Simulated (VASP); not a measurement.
B2C:

```
B C
1.0
     3.56275    0.00000    0.00000
    -1.78137    3.08543    0.00000
     0.00000    0.00000    4.49740
B C
4 2
Cartesian
  1.7814 1.0285 1.1244
  0.0000 2.0570 3.3731
  0.0000 0.0000 0.0000
  0.0000 0.0000 2.2487
  1.7814 1.0285 3.3731
  0.0000 2.0570 1.1244
```

The cell was built by a generator and needn't be a form met in nature.

* Program: VASP 6.6.1
* Task: relaxation of cell and atoms
* Functional: PBE
* Potentials or basis: VASP PAW PBE potentials, release 64 (B, C)
* Cutoff: 520 eV
* k mesh: 6 × 6 × 4
* Occupations: gaussian, width 0.15 eV
* Spin: no spin polarisation

At the start: pressure -35.8 GPa; volume 8.24 Å³/atom.

**Question.** Where does the relaxation end?

**Answer.** Over 24 steps the energy falls by 1290.6 meV/atom and the volume is 8.92 Å³/atom (+8.3 %); space group P6_3/mmc (No. 194, to 0.05 Å).

Step by step:
```
step  energy change (eV)  largest force (eV/Å)  pressure (GPa)  volume (Å³)
   1              0.0000                0.0000          -35.77        49.44
   2             -1.6772                0.0000           -0.34        37.41
   3             -1.6775                0.0000            0.08        37.31
   4             -1.8184                0.0000            0.35        36.95
   5             -2.0464                0.0000            4.31        36.44
   6             -2.9148                0.0000           15.33        35.26
   7             -3.1010                0.0000           97.77        32.18
   8             -3.4371                0.0000           44.82        33.86
   9             -3.4873                0.0000           70.00        32.92
  10             -3.4937                0.0000           70.63        32.92
  11             -3.5089                0.0000           72.42        32.91
  12             -3.5245                0.0000           76.20        32.89
  13             -3.4820                0.0000           86.83        32.85
  14             -3.5256                0.0000           78.01        32.89
  15             -3.5543                0.0000           77.60        32.95
  16             -3.6390                0.0000           75.76        33.12
  17             -3.8038                0.0000           72.52        33.47
  18             -4.1145                0.0000           66.32        34.17
  19             -4.6785                0.0000           56.04        35.60
  20             -5.6550                0.0000           39.58        38.54
  21             -7.0865                0.0000           16.20        44.75
  22             -7.6205                0.0000           -4.53        58.49
  23             -7.7401                0.0000           -1.10        54.50
  24             -7.7434                0.0000            0.03        53.53
```

Final structure:
```xyz
6
Lattice="4.5665 0.0000 0.0000 -2.2832 3.9547 0.0000 0.0000 0.0000 2.9642" Properties=species:S:1:pos:R:3 pbc="T T T"
B     2.2832    1.3182    0.7410
B     0.0000    2.6364    2.2231
B     0.0000    0.0000    0.0000
B     0.0000    0.0000    1.4821
C     2.2832    1.3182    2.2231
C     0.0000    2.6364    0.7410
```
